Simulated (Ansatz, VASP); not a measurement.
## SiBPC: VASP beside Ansatz

Wanted: the spread between two codes on one cell, functional and k mesh. The cell is generated by rule, not measured, and may not be a known phase. The cell is taken from a series of runs on this material, whose earlier steps may have relaxed, scaled, displaced or heated it; both programs get it as it stands.

Main program and level: Ansatz 0.2.0; plane waves, with VASP 6.6.1 beside it; zone-centre phonons at PBEsol.

The structure was built from a prototype and need not be the compound's stable phase.

## (1) Set-up

Symmetry: Pmm2, No. 25, orthorhombic system. The conventional cell has a = 3.150 Å, b = 3.153 Å, c = 8.949 Å, α = 90.00°, β = 90.00°, γ = 90.00°. Nearest to B lie 2 C at 1.79 Å and 2 P at 1.96 Å. B has 4 P at 1.93 to 1.94 Å nearest. Nearest to C lie 4 Si at 1.87 to 1.94 Å. C has 2 B at 1.79 Å and 2 Si at 1.87 Å nearest. P has 4 B at 1.94 to 1.96 Å nearest. Nearest to P lie 2 B at 1.93 Å and 2 Si at 2.20 Å. Farther neighbours are not listed.

## (2) Ansatz: zone-centre phonons, PBEsol

Ansatz runs on its default PAW (the set named soft_2) files.

Second derivatives magnify differences that forces hide, and they need a tight electronic threshold.

File input.yaml:

```yaml
crystal:
  lattice:
    - [2.2297554867, 2.2297554867, 0.0]
    - [-2.227037334, 2.227037334, 0.0]
    - [0.0, 0.0, 8.9489229452]
  atoms:
    - { symbol: B, position: [0.0, 0.0, -0.0238784138] }
    - { symbol: B, position: [0.5, 0.5, 0.2338846154] }
    - { symbol: C, position: [0.5, 0.0, 0.6429630172] }
    - { symbol: C, position: [0.0, 0.5, 0.8817208465] }
    - { symbol: P, position: [0.5, 0.0, 0.1066885208] }
    - { symbol: P, position: [0.0, 0.5, 0.3589623931] }
    - { symbol: Si, position: [0.0, 0.0, 0.5308983161] }
    - { symbol: Si, position: [0.5, 0.5, 0.7687607047] }
kpoints:
  mp_grid: { grid: [12, 12, 4] }
hamiltonian:
  xc: pbesol
scf:
  occupations: { method: gaussian, width: 0.01 }
output:
  eigenvalues: true
phonons:
  method: dfpt
```

Started as:

```console
ansatz run input.yaml --threads 8 --pin off --max-ram 14336MiB --backend cpu --events-out ev --progress --plain --runs-dir out
```

Numbers of over 12 decimals in the logs are rounded to 6 here.

The program printed:

```text
zone centre: on kpoints.mp_grid the ground state, and the responses unless they are solved on pairs of k-points, stand on 222 of the mesh's 576 k-points, reduced under 2 symmetry operations, with k and −k counted as one. Each operation leaves every solved displacement unchanged or reverses it
Engine: ansatz 0.2.0, aarch64-unknown-linux-gnu
Pseudopotentials: kind: paw
Pseudopotential: B, paw, valence charge 3, recommended cutoff 420 eV (normal), B.paw.azcp
Pseudopotential: C, paw, valence charge 4, recommended cutoff 420 eV (normal), C.paw.azcp
Pseudopotential: P, paw, valence charge 5, recommended cutoff 420 eV (normal), P.paw.azcp
Pseudopotential: Si, paw, valence charge 4, recommended cutoff 420 eV (normal), Si.paw.azcp
Functional definition: PBEsol
  exchange = pbesol_x
  correlation = pbesol_c
Crystal: 8 atoms, lattice volume = 88.876 Å³
Basis set: ecut = 420 eV, 1717 PW (Γ), exchange–correlation on 48×48×120 points (8 copies of the dense FFT grid, shifted against one another)
Bands: 24, of which v1, the nominal top of the filled ones, is band 16 counted from 1 (15 counted from 0)
Symmetry: 4 space group operations
k-points: 222 of 576 (irreducible under 2 space group operations, time reversal used)
Non-local potential: B, projectors of the file, l = 0: 2, l = 1: 2, l = 2: 1
Non-local potential: C, projectors of the file, l = 0: 2, l = 1: 2, l = 2: 1
Non-local potential: P, projectors of the file, l = 0: 2, l = 1: 2, l = 2: 2
Non-local potential: Si, projectors of the file, l = 0: 2, l = 1: 2, l = 2: 2
PAW form: soft (Blöchl's): semilocal exchange-correlation on the pseudo side does not see the compensation charge
PAW frozen core: B, regenerated for the run's functional, and the local potential with it (the file was generated under x = pbe(κ = 0.804, μ = 0.219515), c = pbe(β = 0.066725))
PAW frozen core: C, regenerated for the run's functional, and the local potential with it (the file was generated under x = pbe(κ = 0.804, μ = 0.219515), c = pbe(β = 0.066725))
PAW frozen core: P, regenerated for the run's functional, and the local potential with it (the file was generated under x = pbe(κ = 0.804, μ = 0.219515), c = pbe(β = 0.066725))
PAW frozen core: Si, regenerated for the run's functional, and the local potential with it (the file was generated under x = pbe(κ = 0.804, μ = 0.219515), c = pbe(β = 0.066725))
PAW one-centre angular grid: B, 110 points (default); XC on 64 Gauss nodes
PAW one-centre angular grid: C, 110 points (default); XC on 64 Gauss nodes
PAW one-centre angular grid: P, 110 points (default); XC on 64 Gauss nodes
PAW one-centre angular grid: Si, 110 points (default); XC on 64 Gauss nodes
Initial density: superposition of atomic densities (neutral atoms: chi_scale 0, normalization atom), corrected by the library's trained network
Initial wavefunctions: pseudopotential atomic-orbital guess
Functional: x = pbesol(κ = 0.804, μ = 0.123457), c = pbesol(β = 0.046)
SCF iter   1: F=—  HF=-3522.981050 eV  |F-HF|=—  |Δ(HF+E_count)|=         —  Δρ=7.38e-3  dr2=1.71e-1  ethr=1.77e-3  ⟨swp⟩=7.4  Hψ=32530  notcnv=0
preconditioner: auto → Resta (q_TF=auto, 2.301 Å⁻¹)  ε∞=5.2  [insulator: Δε(μ)=0.129 eV  Ē_g=10.893 eV  σ=0.010 eV  W_gap=1.00  n_scr=18 (ndim 8)  ℏωp=22.3 eV  f_vac=0.000  D(μ)=0.00/eV (n_scr^D=0)  ε∞_Penn≈5.2]
SCF iter   2: F=—  HF=-3522.949981 eV  |F-HF|=—  |Δ(HF+E_count)|=   3.11e-2  Δρ=2.85e-3  dr2=1.30e-2  ethr=5.36e-4  ⟨swp⟩=2.0  Hψ=7944  notcnv=0  defer=593
SCF iter   3: F=—  HF=-3522.946966 eV  |F-HF|=—  |Δ(HF+E_count)|=   3.02e-3  Δρ=1.24e-3  dr2=1.99e-3  ethr=4.07e-5  ⟨swp⟩=3.7  Hψ=8632  notcnv=0  defer=608
SCF iter   4: F=—  HF=-3522.946570 eV  |F-HF|=—  |Δ(HF+E_count)|=   3.96e-4  Δρ=3.09e-4  dr2=8.25e-5  ethr=6.21e-6  ⟨swp⟩=3.3  Hψ=9228  notcnv=0  defer=608
SCF iter   5: F=—  HF=-3522.946571 eV  |F-HF|=—  |Δ(HF+E_count)|=   2.94e-7  Δρ=8.47e-5  dr2=5.22e-6  ethr=2.58e-7  ⟨swp⟩=2.3  Hψ=7747  notcnv=0  defer=608
SCF iter   6: F=—  HF=-3522.946571 eV  |F-HF|=—  |Δ(HF+E_count)|=   9.31e-8  Δρ=2.23e-5  dr2=4.41e-7  ethr=1.63e-8  ⟨swp⟩=2.0  Hψ=7613  notcnv=0  defer=608
SCF iter   7: F=—  HF=-3522.946570 eV  |F-HF|=—  |Δ(HF+E_count)|=   5.81e-7  Δρ=5.34e-6  dr2=3.65e-8  ethr=1.38e-9  ⟨swp⟩=2.0  Hψ=8239  notcnv=0  defer=608
SCF iter   8: F=—  HF=-3522.946570 eV  |F-HF|=—  |Δ(HF+E_count)|=   7.59e-9  Δρ=1.29e-6  dr2=1.61e-9  ethr=1.14e-10  ⟨swp⟩=2.7  Hψ=7709  notcnv=0  defer=608
SCF iter   9: F=—  HF=-3522.946570 eV  |F-HF|=—  |Δ(HF+E_count)|=  6.75e-10  Δρ=2.96e-7  dr2=1.16e-10  ethr=5.02e-12  ⟨swp⟩=2.3  Hψ=7514  notcnv=0  defer=608
SCF iter  10: F=—  HF=-3522.946570 eV  |F-HF|=—  |Δ(HF+E_count)|=  8.19e-12  Δρ=8.47e-8  dr2=1.30e-11  ethr=1.00e-12  ⟨swp⟩=13.1  Hψ=30954  notcnv=0
SCF iter  11: F=-3522.946570 eV  HF=-3522.946570 eV  |F-HF|=0.00e0  |Δ(HF+E_count)|=    0.00e0  Δρ=2.16e-8  dr2=6.62e-13  ethr=1.00e-12  ⟨swp⟩=5.4  Hψ=19797  notcnv=0
SCF 1 converged in 11 iterations: F = -3522.946570 eV  dr2 = 6.62e-13
  greatest PAW one-centre occupation: 0.777 electrons in one spin orbital (limit 2), on the P atom at site 5 (counted from 0), in its partial waves of l = 0
DFPT response loops at Γ: preconditioner auto → Kerker (q_TF=auto, 2.301 Å⁻¹) (partly filled bands, converged f_vac=0.000); β = 1.00, the filter's whole step (`scf.mixing.beta` (0.50) is not read by the response loops under this deck's `scf.mixing.preconditioner`; to damp them name `kerker` or `kerker_dos`, under which they read `scf.mixing.beta`, and type it under 1.00, their step now; both keys bind the ground state too); Broyden in place of MSR1
SCF converged after 11 iterations
Free energy (F): -3522.946570 eV
Harris-Foulkes:  -3522.946570 eV  (|F-HF|=0.00e0)
Internal energy: -3522.946570 eV  (E = F + TS)
E sigma→0 (E₀):  -3522.946570 eV
Entropy (-TS):   -0.000000 eV (-0.000 meV/atom)
Fermi energy:    9.918568 eV
--- Per-component energies (eV) ---
  E_band       = 97.976026
  E_kinetic    = 509.680625
  E_local      = -359.126909  (includes V_loc(G=0)·N_el)
  E_nonlocal   = 195.236861
  E_hartree    = 104.323794
  E_xc         = -396.595033
  E_vxc        = -417.618191  (∫ρ·V_xc dr)
  E_paw        = -2447.615695  (= ΣΔE_a)
  E_vpaw       = -38.843976  (= ΣTr[D̂ρ^β])
  E_aug_tail   = 0.000027  (compensation charges beyond the density's cutoff)
  E_ewald      = -1129.077177
  E_core_change = 0.226936  (= ΣΔE_core)
  E_smearing   = -0.000000  (= −TS)
  E_closure    = -0.000000  (closes the sum)
  Σ components = -3522.946570   (vs F -3522.946570, Δ=0.00e0)
--- Band table (eV; the first three rows and the last of 222) ---
  k-point 0: bands = [... 12 lower, 7.1044, 9.5674, 9.8725, 9.8914, 10.4778, 11.2580, 12.0127, 12.3263, ... 4 higher]
  k-point 1: bands = [... 12 lower, 7.5153, 9.2446, 9.6597, 9.7143, 10.5732, 11.3492, 11.9132, 12.4236, ... 4 higher]
  k-point 2: bands = [... 12 lower, 7.8149, 8.8306, 9.4202, 9.5310, 10.6511, 11.4120, 12.1091, 12.1577, ... 4 higher]
  k-point 221: bands = [... 12 lower, 4.9133, 4.9808, 5.3506, 5.5832, 10.8338, 11.5751, 11.7848, 12.3825, ... 4 higher]
--- Phonons (Γ-DFPT): 16 representative perturbations + reference, on 222 of 576 k-points (Σ response iterations 48) ---
  k mesh reduced under 2 symmetry operations, with k and −k counted as one. Each operation leaves every solved displacement unchanged or reverses it
  ASR residual: 9.984e-6 → 0.000e0 eV/Å²; symmetrization residual: 6.017e-7 eV/Å²
  ASR residual per site (eV/Å²): 3.07e-6 9.98e-6 3.21e-6 7.08e-6 1.61e-6 6.70e-6 6.48e-6 3.60e-6
  Γ frequencies (cm⁻¹): 0.00 0.00 0.00 189.27 212.48 240.66 242.63 296.92 363.22 377.80 399.29 506.83 591.00 593.61 658.46 682.72 721.22 770.15 783.14 791.13 800.38 826.20 851.70 864.25
  non-analytic LO–TO correction: not included (Born effective charges unavailable; polar crystals: no LO–TO splitting at Γ)
```

(Part 1 of 3 ends here.)

[Lines on the potential files, build, host, timing and source positions are cut from VASP's logs without a mark.]

[Logs are printed without paths, hosts, clocks, repeated set-up lines and the standing remarks that a program may print on its own settings, such as how far it seeks lower states.]

[Hosts, paths, dates, database ids (printed as entryN), source tags and the programs' standing remarks are cut or masked in the printed files.]
